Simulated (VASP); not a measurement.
Given:

```xyz
3
Lattice="2.2300 -3.8625 0.0000 2.2300 3.8625 0.0000 0.0000 0.0000 5.9300" Properties=species:S:1:pos:R:3 pbc="T T T"
Te     0.5865     1.0158     3.9533
Te     3.2870     0.0000     0.0000
Te     0.5865    -1.0158     1.9767
```

These are r2SCAN meta-GGA, VASP's PBE PAW potentials (set 64) (plane waves; VASP 6.6.1) values and carry that method's errors. Settings: 520 eV cut-off, 6×6×4 Γ-centred mesh, Gaussian smearing of 0.050 eV, potentials Te.

Energy and stress use the plane-wave basis of the starting cell.

Q: The ions, cell shape and volume are relaxed. Predict the relaxed structure.

A: 
```xyz
3
Lattice="2.3076 -3.9969 0.0000 2.3076 3.9969 0.0000 0.0000 0.0000 5.9031" Properties=species:S:1:pos:R:3 pbc="T T T"
Te     0.5877     1.0180     3.9354
Te     3.4398     0.0000     5.9031
Te     0.5877    -1.0180     1.9677
```
Space group P3_121 (152), at a tolerance of 0.03 Å.

Q: How do energy and volume change from the first to the last step?

A: The energy (σ→0) changes by -7.4 meV/atom and the volume by +6.6 %, in 10 ionic steps.

```
step  E(σ→0) (eV)  max force (eV/Å)  pressure (GPa)  volume (Å³)
----  -----------  ----------------  --------------  -----------
1        -76.2220             0.088            1.46       102.15
2        -76.2286             0.195           -0.84       106.82
3        -76.2344             0.084            0.05       104.88
4        -76.2365             0.078            0.05       105.25
5        -76.2409             0.059            0.06       106.37
6        -76.2429             0.010            0.15       108.57
7        -76.2433             0.024            0.12       108.00
8        -76.2434             0.060           -0.28       109.32
9        -76.2437             0.043           -0.10       108.71
10       -76.2442             0.001            0.00       108.89
```

The compound is Te in the trig structure. This run relaxes it. Symmetry was kept, so distortions that lower it aren't found.
